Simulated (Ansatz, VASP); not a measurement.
## Two plane-wave programs on SrCr2N2

```
Sr Cr N
1.0
     3.31969    0.00000    0.00000
    -1.65984    2.87494    0.00000
     0.00000    0.00000    6.54628
Sr Cr N
1 2 2
Direct
  0.00000 0.00000 0.50000
  0.33333 0.66667 0.88359
  0.66667 0.33333 0.11641
  0.33333 0.66667 0.19088
  0.66667 0.33333 0.80912
```

The cell comes from a database or a generator and needn't be the stable form of this composition.

Alike in both runs: task single point; functional PBE; k mesh 9 × 9 × 4; occupations gaussian, width 0.02 eV; collinear spin, ferromagnetic start.

|  | VASP | Ansatz |
| --- | --- | --- |
| version | VASP 6.6.1 | Ansatz 0.2.0 |
| potentials or method | VASP PAW PBE potentials, release 54 (Sr_sv, Cr_pv, N) | Ansatz PAW |
| plane-wave cutoff (eV) | 520 | 420 |
| valence electrons in the cell | 44 | 48 |

|  | VASP | Ansatz | Ansatz less VASP |
| --- | --- | --- | --- |
| gap on the k mesh at the Fermi level (eV) | none | none | - |
| pressure (GPa) | -0.3 | -0.7 | -0.35 |
| largest component of the traceless stress (GPa) | 0.19 | 0.36 | +0.177 |
| rms of the force components (eV/Å) | 0.046 | 0.078 | +0.0313 |
| net moment per atom (μB) | 0.12 | 0.14 | +0.026 |
| size of the moment on the site where the two differ most (μB) | 0.32 | 0.33 | +0.007 |

Site moments also hang on the region over which each program counts them. Atom by atom the forces differ by 0.032 eV/Å (rms over components). A gap of «none» marks a metal or a gap that the smearing closes. The two sets of potentials don't hold the same shells in valence.

Caveats: the pressure holds a Pulay correction of +0.3 GPa for the finite cutoff (Ansatz). With open d or f shells a metallic result of PBE can be an artefact of self-interaction; +U or a hybrid may open a gap.
